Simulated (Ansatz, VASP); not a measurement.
# MgS (Niningerite): VASP beside Ansatz

Aim: how closely do two programs agree when they are given the same cell, functional and k mesh? The cell is taken from a series of runs on this material, whose earlier steps may have relaxed, scaled, displaced or heated it; both programs get it as it stands.

Program: Ansatz 0.2.0. Level of theory: plane waves, with VASP 6.6.1 beside it; single point at PBEsol and single point at r2SCAN. Results are calculated unless marked as measured.

### Step 1. Starting point

It takes space group Fm-3m (No. 225, cubic). Conventional cell: a = 5.229 Å, b = 5.229 Å, c = 5.229 Å, α = 90.00°, β = 90.00°, γ = 90.00°. S has 6 Mg at 2.61 Å nearest. Mg has 6 S at 2.61 Å nearest. Farther neighbours and most contacts between anions are not listed.

### Step 2. Ansatz: single point, PBEsol

Ansatz runs on its default PAW (the set named soft_2) files.

With cell and atoms fixed, the geometry can't cause a difference; cores, projectors, grids and the points listed under the comparison can.

File input.yaml:

```yaml
crystal:
  lattice:
    - [0.0, 2.61441888, 2.61441888]
    - [2.61441888, 0.0, 2.61441888]
    - [2.61441888, 2.61441888, 0.0]
  atoms:
    - { symbol: S, position: [0.5, 0.5, 0.5] }
    - { symbol: Mg, position: [0.0, 0.0, 0.0] }
hamiltonian:
  xc: pbesol
  pseudopotentials: { kind: paw }
kpoints:
  mp_grid: { grid: [8, 8, 8] }
scf:
  occupations: { method: gaussian, width: 0.03 }
  n_extra_bands: 4
output:
  forces: true
  stress: true
  eigenvalues: true
```

The run is started by

```sh
$ ansatz run input.yaml --threads 2 --pin off --max-ram 4608MiB --backend cpu --events-out ev --progress --plain --runs-dir out
```

Numbers of over 12 decimals in the logs are rounded to 6 here.

What it wrote:

```text
scf.n_extra_bands = 4 over 8 filled bands (N_el = 16.0): the run solves 12 bands
Engine: ansatz 0.2.0, aarch64-unknown-linux-gnu
Pseudopotentials: kind: paw
Pseudopotential: S, paw, valence charge 6, recommended cutoff 420 eV (normal), S.paw.azcp
Pseudopotential: Mg, paw, valence charge 10, recommended cutoff 420 eV (normal), Mg.paw.azcp
Functional definition: PBEsol
  exchange = pbesol_x
  correlation = pbesol_c
Crystal: 2 atoms, lattice volume = 35.740 Å³
Basis set: ecut = 420 eV, 725 PW (Γ), exchange–correlation on 50×50×50 points (8 copies of the dense FFT grid, shifted against one another)
Bands: 12, of which v1, the nominal top of the filled ones, is band 8 counted from 1 (7 counted from 0)
Symmetry: 48 space group operations
Space group: Fm-3m (ITA 225), of the structure as read, at distance tolerance 3.3e-5 Å
k-points: 29 of 512
Non-local potential: S, projectors of the file, l = 0: 2, l = 1: 2, l = 2: 2
Non-local potential: Mg, projectors of the file, l = 0: 3, l = 1: 2, l = 2: 1
PAW form: soft (Blöchl's): semilocal exchange-correlation on the pseudo side does not see the compensation charge
PAW frozen core: S, regenerated for the run's functional, and the local potential with it (the file was generated under x = pbe(κ = 0.804, μ = 0.219515), c = pbe(β = 0.066725))
PAW frozen core: Mg, regenerated for the run's functional, and the local potential with it (the file was generated under x = pbe(κ = 0.804, μ = 0.219515), c = pbe(β = 0.066725))
PAW one-centre angular grid: S, 110 points (default); XC on 64 Gauss nodes
PAW one-centre angular grid: Mg, 110 points (default); XC on 64 Gauss nodes
Initial density: superposition of atomic densities (neutral atoms: chi_scale 0, normalization atom), corrected by the library's trained network
Initial wavefunctions: pseudopotential atomic-orbital guess
Functional: x = pbesol(κ = 0.804, μ = 0.123457), c = pbesol(β = 0.046)
SCF iter   1: F=—  HF=-2799.914442 eV  |F-HF|=—  |Δ(HF+E_count)|=         —  Δρ=3.80e-3  dr2=7.35e-3  ethr=1.77e-3  ⟨swp⟩=6.7  Hψ=2087  notcnv=0
preconditioner: auto → none  [insulator: Δε(μ)=2.607 eV  Ē_g=11.559 eV  σ=0.030 eV  W_gap=1.00  n_scr=8 (ndim 8)  ℏωp=17.6 eV  f_vac=0.000  D(μ)=0.00/eV (n_scr^D=0)  ε∞_Penn≈3.3]
SCF iter   2: F=—  HF=-2799.911572 eV  |F-HF|=—  |Δ(HF+E_count)|=   2.87e-3  Δρ=1.11e-3  dr2=2.91e-4  ethr=4.59e-5  ⟨swp⟩=2.0  Hψ=793  notcnv=0
SCF iter   3: F=—  HF=-2799.911575 eV  |F-HF|=—  |Δ(HF+E_count)|=   2.74e-6  Δρ=3.83e-4  dr2=3.02e-5  ethr=1.82e-6  ⟨swp⟩=2.3  Hψ=545  notcnv=0
SCF iter   4: F=—  HF=-2799.911598 eV  |F-HF|=—  |Δ(HF+E_count)|=   2.29e-5  Δρ=4.66e-5  dr2=4.55e-7  ethr=1.89e-7  ⟨swp⟩=1.0  Hψ=348  notcnv=0
iter 5 did not close the SCF: its close was put off for the readings that it lacked (scf_convergence_deferred on its scf_iter line)
SCF iter   5: F=-2799.911598 eV  HF=-2799.911598 eV  |F-HF|=1.67e-9  |Δ(HF+E_count)|=   2.62e-7  Δρ=4.00e-6  dr2=1.81e-9  ethr=2.84e-9  ⟨swp⟩=2.1  Hψ=516  notcnv=0
SCF iter   6: F=-2799.911598 eV  HF=-2799.911598 eV  |F-HF|=3.77e-11  |Δ(HF+E_count)|=   1.63e-9  Δρ=4.07e-7  dr2=6.00e-11  ethr=1.13e-11  ⟨swp⟩=2.0  Hψ=1033  notcnv=0
SCF 1 converged in 6 iterations: F = -2799.911598 eV  dr2 = 6.00e-11
  greatest PAW one-centre occupation: 1.000 electrons in one spin orbital (limit 2), on the Mg atom at site 1 (counted from 0), in its partial waves of l = 0
SCF converged after 6 iterations
Free energy (F): -2799.911598 eV
Harris-Foulkes:  -2799.911598 eV  (|F-HF|=3.77e-11)
Internal energy: -2799.911598 eV  (E = F + TS)
E sigma→0 (E₀):  -2799.911598 eV
Fermi energy:    7.501902 eV
--- Per-component energies (eV) ---
  E_band       = -333.455886
  E_kinetic    = 184.460215
  E_local      = -1673.015158  (includes V_loc(G=0)·N_el)
  E_nonlocal   = 124.232744
  E_hartree    = 594.799932
  E_xc         = -126.114992
  E_vxc        = -126.317112  (∫ρ·V_xc dr)
  E_paw        = -865.752780  (= ΣΔE_a)
  E_vpaw       = -32.416502  (= ΣTr[D̂ρ^β])
  E_aug_tail   = -0.000001  (compensation charges beyond the density's cutoff)
  E_ewald      = -1038.642371
  E_core_change = 0.120812  (= ΣΔE_core)
  E_smearing   = -0.000000  (= −TS)
  E_closure    = 0.000000  (closes the sum)
  Σ components = -2799.911598   (vs F -2799.911598, Δ=0.00e0)
--- Forces (eV/Å), atoms counted from 1 ---
  atom   1  S      0.00000000     0.00000000    -0.00000000
  atom   2  Mg    -0.00000000    -0.00000000     0.00000000
  max |Σ_I F_I| component: 4.03e-30 eV/Å
--- Stress (GPa, compression-positive) ---
       -1.993713       0.000000      -0.000000
        0.000000      -1.993713       0.000000
        0.000000       0.000000      -1.993713
  P = ⅓ Tr σ = -1.9937 GPa (-19.937 kbar)
--- Band table (eV; the first three rows and the last of 29) ---
  k-point 0: bands = [... 4 lower, -6.4317, 6.1655, 6.1655, 6.1655, 9.6465, 13.9878, 13.9878, 13.9878]
  k-point 1: bands = [... 4 lower, -6.2817, 5.1065, 6.0660, 6.0660, 10.4636, 13.6550, 14.2303, 14.2303]
  k-point 2: bands = [... 4 lower, -5.8765, 3.3560, 5.8490, 5.8490, 10.9359, 13.8523, 13.8523, 14.2762]
  k-point 28: bands = [... 4 lower, -4.7332, 2.9526, 2.9526, 3.8159, 11.3080, 13.9566, 13.9566, 14.0676]
```

The column dr2 measures how far the density is from self-consistency, as an energy; F and HF (Harris–Foulkes) agree once it is small.

The run ends at a pressure of -1.99 GPa.

### Step 3. VASP: single point, PBEsol

The same cell, functional, mesh and smearing now go to VASP, with its own data sets and cutoff.

Lines of VASP's logs that name or quote its potential files are left out, and so is its time.

File INCAR:

```
SYSTEM = MgS
PREC = Accurate
ENCUT = 690
EDIFF = 1E-06
NELM = 100
ISMEAR = 0
SIGMA = 0.03
LREAL = .FALSE.
ALGO = Normal
GGA = PS
NBANDS = 14
LORBIT = 11
LWAVE = .FALSE.
LCHARG = .FALSE.
KPAR = 2
ISIF = 2
```

File POSCAR:

```
MgS
1.0
    0.0000000000      2.6144188800      2.6144188800
    2.6144188800      0.0000000000      2.6144188800
    2.6144188800      2.6144188800      0.0000000000
S Mg
1 1
Direct
    0.5000000000      0.5000000000      0.5000000000
    0.0000000000      0.0000000000      0.0000000000
```

File KPOINTS:

```
Automatic mesh
0
Gamma
8 8 8
0 0 0
```

Potentials, in the order of the species: S_GW and Mg_sv_GW (PBE family, release 64).

The run is started by

```sh
$ mpirun -np 2 vasp_std
```

What it wrote:

```text
[banner, memory and clock lines left out]
running    2 mpi-ranks, on    1 nodes
 distrk:  each k-point on    1 cores,    2 groups
 distr:  one band on    1 cores,    1 groups

 POSCAR found type information on POSCAR S Mg
 POSCAR found :  2 types and       2 ions
|                                                                             |
|               ----> ADVICE to this user running VASP <----                  |
|                                                                             |
|     You enforced a specific xc type in the INCAR file but a different       |
|     [... a line on the potential file left out ...]
|     I HOPE YOU KNOW WHAT YOU ARE DOING!                                     |
|                                                                             |

 LDA part: xc-table for (Slater+PW92), standard interpolation
 POSCAR, INCAR and KPOINTS ok, starting setup
 FFT: planning ... GRIDC
 FFT: planning ... GRID_SOFT
 FFT: planning ... GRID
 WAVECAR not read
 entering main loop
       N       E                     dE             d eps       ncg     rms          rms(c)
DAV:   1     0.864902900032E+02    0.86490E+02   -0.98107E+03   988   0.206E+03
DAV:   2    -0.173456162962E+02   -0.10384E+03   -0.97279E+02  1222   0.477E+02
DAV:   3    -0.228434764173E+02   -0.54979E+01   -0.54616E+01  1174   0.775E+01
DAV:   4    -0.230588527065E+02   -0.21538E+00   -0.21525E+00  1158   0.143E+01
DAV:   5    -0.230660622759E+02   -0.72096E-02   -0.72092E-02  1136   0.242E+00    0.206E+01
DAV:   6    -0.230205122774E+02    0.45550E-01   -0.42309E-02  1180   0.374E+00    0.132E+01
DAV:   7    -0.230184536659E+02    0.20586E-02   -0.40592E-02  1290   0.261E+00    0.268E-01
DAV:   8    -0.230162723636E+02    0.21813E-02   -0.48114E-03  1130   0.145E+00    0.125E-01
DAV:   9    -0.230163366329E+02   -0.64269E-04   -0.41853E-04  1054   0.189E-01    0.399E-02
DAV:  10    -0.230163331621E+02    0.34707E-05   -0.23821E-05  1116   0.493E-02    0.141E-02
DAV:  11    -0.230163355676E+02   -0.24054E-05   -0.46585E-06  1016   0.430E-02    0.757E-03
DAV:  12    -0.230163355735E+02   -0.58635E-08   -0.14504E-07   604   0.816E-03
   1 F= -.23016336E+02 E0= -.23016336E+02  d E =-.300762E-70
```

From OUTCAR (step 3):

```text
ion  position               nearest neighbor table
   1  0.500  0.500  0.500-
   2  0.000  0.000  0.000-

  LATTYP: Found a face centered cubic cell.
 ALAT       =     5.2288377600

 Subroutine GETGRP returns: Found 48 space group operations
 (whereof 48 operations were pure point group operations)

The static configuration has the point symmetry O_h .

 Found     29 irreducible k-points:

   k-points           NKPTS =     29   k-points in BZ     NKDIM =     29   number of bands    NBANDS=     14

   dimension x,y,z NGX =    32 NGY =   32 NGZ =   32
   dimension x,y,z NGXF=    64 NGYF=   64 NGZF=   64

   ENCUT  =  690.0 eV  50.71 Ry    7.12 a.u.   7.92  7.92  7.92*2*pi/ulx,y,z

   NELECT =      16.0000    total number of electrons

 k-points in reciprocal lattice and weights: Automatic mesh
   0.00000000  0.00000000  0.00000000       0.002
   0.12500000  0.00000000  0.00000000       0.016
   0.25000000  0.00000000  0.00000000       0.016
   0.37500000  0.00000000  0.00000000       0.016
   0.50000000  0.00000000  0.00000000       0.008
   0.12500000  0.12500000  0.00000000       0.012
   0.25000000  0.12500000  0.00000000       0.047
   0.37500000  0.12500000  0.00000000       0.047
   0.50000000  0.12500000  0.00000000       0.047
[...]
-0.37500000  0.50000000  0.12500000       0.023
  -0.25000000  0.50000000  0.25000000       0.012

 average (electrostatic) potential at core
       1 -89.2507       2 -67.5541

 E-fermi :   4.2358

 k-point     1 :       0.0000    0.0000    0.0000
  band No.  band energies     occupation
    ...
      4     -37.4544      2.00000
      5      -8.7352      2.00000
      6       3.8645      2.00000
      7       3.8645      2.00000
      8       3.8645      2.00000
      9       7.3446      0.00000
     10      11.6777      0.00000
     11      11.6777      0.00000
     12      11.6777      0.00000
     13      14.0516      0.00000
    ...

 k-point     2 :       0.1250    0.0000    0.0000
  band No.  band energies     occupation
    ...
      4     -37.4545      2.00000
      5      -8.5853      2.00000
      6       2.8041      2.00000
      7       3.7646      2.00000
      8       3.7646      2.00000
      9       8.1623      0.00000
     10      11.3481      0.00000
     11      11.9210      0.00000
     12      11.9210      0.00000
     13      13.4232      0.00000
    ...

 k-point     3 :       0.2500    0.0000    0.0000
  band No.  band energies     occupation
    ...
      4     -37.4547      2.00000
      5      -8.1801      2.00000
      6       1.0519      2.00000
      7       3.5467      2.00000
      8       3.5467      2.00000
      9       8.6340      0.00000
     10      11.5468      0.00000
     11      11.5468      0.00000
     12      11.9739      0.00000
     13      13.9800      0.00000
    ...

  Total       -0.5363724     -0.5363724     -0.5363724      0.0000000      0.0000000      0.0000000
  in kB      -24.0448181    -24.0448181    -24.0448181      0.0000000      0.0000000      0.0000000
  external PRESSURE =     -24.0448181 kB  Pullay stress =       0.0000000 kB

  energy-cutoff  :      690.00
  volume of cell :       35.74
      direct lattice vectors                 reciprocal lattice vectors
     0.000000000  2.614418880  2.614418880    -0.191247089  0.191247089  0.191247089
     2.614418880  0.000000000  2.614418880     0.191247089 -0.191247089  0.191247089
     2.614418880  2.614418880  0.000000000     0.191247089  0.191247089 -0.191247089

 POSITION                                       TOTAL-FORCE (eV/Angst)
 -----------------------------------------------------------------------------------
      2.61442      2.61442      2.61442         0.000000      0.000000      0.000000
      0.00000      0.00000      0.00000         0.000000      0.000000      0.000000
 -----------------------------------------------------------------------------------
    total drift:                                0.000000     -0.000000     -0.000000

  FREE ENERGIE OF THE ION-ELECTRON SYSTEM (eV)
  ---------------------------------------------------
  free  energy   TOTEN  =       -23.0163355735 eV

  energy  without entropy=      -23.0163355735  energy(sigma->0) =      -23.01633557

 total charge
# of ion       s       p       d       tot
------------------------------------------
    1        1.295   2.440   0.011   3.746
    2        2.143   6.004   0.023   8.169
--------------------------------------------------
tot          3.438   8.444   0.034  11.915

[... 3 further parts left out ...]
```

The run ends at a pressure of -2.40 GPa.

### Step 4. Comparison

Known differences besides the potentials themselves: the cutoff is 420 eV in Ansatz and 690 eV in VASP; Ansatz makes its cores anew for this functional, VASP keeps those of its PBE data sets; VASP leaves aspherical gradient terms in its spheres out (LASPH is not set), Ansatz keeps them. Total energies have different zeros and are not compared.

Compared:

```tsv
quantity	Ansatz	VASP	difference
pressure (GPa)	-1.99	-2.40	+0.41
gap on the k mesh (eV)	2.673	2.666	+0.006
```

A gap on the mesh is an upper bound, since the band edges may lie between its points.

### Step 5. Further runs

Further runs change the set-up of one program: Ansatz's method, potentials or start, or VASP's data sets, cutoff or form of LDA. The table gives Ansatz less VASP for each quantity, since a change that brings one quantity closer may part another.

```tsv
run	pressure (GPa)	gap on the k mesh (eV)
as above	0.41	0.0064
VASP with the data sets S_h and Mg and a cutoff of 650 eV	0.17	0.0027
```

(Part 1 of 2 ends here.)

[Lines on the potential files, build, host, timing and source positions are cut from VASP's logs without a mark.]

[Logs are printed without paths, hosts, clocks, repeated set-up lines and the standing remarks that a program may print on its own settings, such as how far it seeks lower states.]

[Hosts, paths, dates, database ids (printed as entryN), source tags and the programs' standing remarks are cut or masked in the printed files.]
